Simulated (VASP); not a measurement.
A convergence study with VASP on Sn (beta): one setting is varied, all else stays as given below, so the limit is that of these other settings.

```
CELL_PARAMETERS angstrom
     -2.91500     2.91500     1.59000
      2.91500    -2.91500     1.59000
      2.91500     2.91500    -1.59000
ATOMIC_POSITIONS crystal
  Sn 0.25000 0.75000 0.50000
  Sn 0.00000 0.00000 0.00000
```

Calculation: PBE GGA, VASP's PBE PAW potentials (set 64) (plane waves; VASP 6.6.1). The tightest run used: 550 eV cut-off, 23×23×23 Γ-centred mesh, tetrahedra with Blöchl corrections, potentials Sn_d.

The reference is 23×23×23 mesh, which took about 10 core-minutes. The timings are rough (shared machines, no repeats); factors under 2 mean little.

Of the settings 3×3×3 mesh; 4×4×4 mesh; 5×5×5 mesh; 6×6×6 mesh; 7×7×7 mesh; 8×8×8 mesh; 9×9×9 mesh; 10×10×10 mesh; 11×11×11 mesh; 12×12×12 mesh; 13×13×13 mesh; 14×14×14 mesh; 15×15×15 mesh; 16×16×16 mesh; 17×17×17 mesh; 18×18×18 mesh; 19×19×19 mesh; 20×20×20 mesh; 21×21×21 mesh; 22×22×22 mesh; 23×23×23 mesh, which is the lowest that keeps the difference from the reference in the stress, largest component (GPa) within 0.1 from there on, and what does it cost?

14×14×14 mesh; its cost over the reference is about 1/5.
```csv
setting,"difference in the stress, largest component (GPa)",cost over the reference
3×3×3 mesh,2.82,about 1/70
4×4×4 mesh,0.59,about 1/40
5×5×5 mesh,2.61,about 1/40
6×6×6 mesh,1.44,about 1/30
7×7×7 mesh,0.25,about 1/20
8×8×8 mesh,0.76,about 1/10
9×9×9 mesh,0.10,about 1/10
10×10×10 mesh,0.35,about 1/9
11×11×11 mesh,0.12,about 1/10
12×12×12 mesh,0.12,about 1/5
13×13×13 mesh,0.13,about 1/4
14×14×14 mesh,0.05,about 1/5
15×15×15 mesh,0.02,about 1/4
16×16×16 mesh,0.06,about 1/3
17×17×17 mesh,0.06,about 1/3
18×18×18 mesh,0.02,about 1/3
19×19×19 mesh,0.02,about 1/2
20×20×20 mesh,0.02,about 1/2
21×21×21 mesh,0.03,within a factor of 2
22×22×22 mesh,0.00,within a factor of 2
23×23×23 mesh,0.00,reference
```

Left out are rungs that failed or repeat a setting and relaxations that didn't move; long series are thinned to 24 rows.

The compound is Sn in the beta structure. The cell was not relaxed at this level.
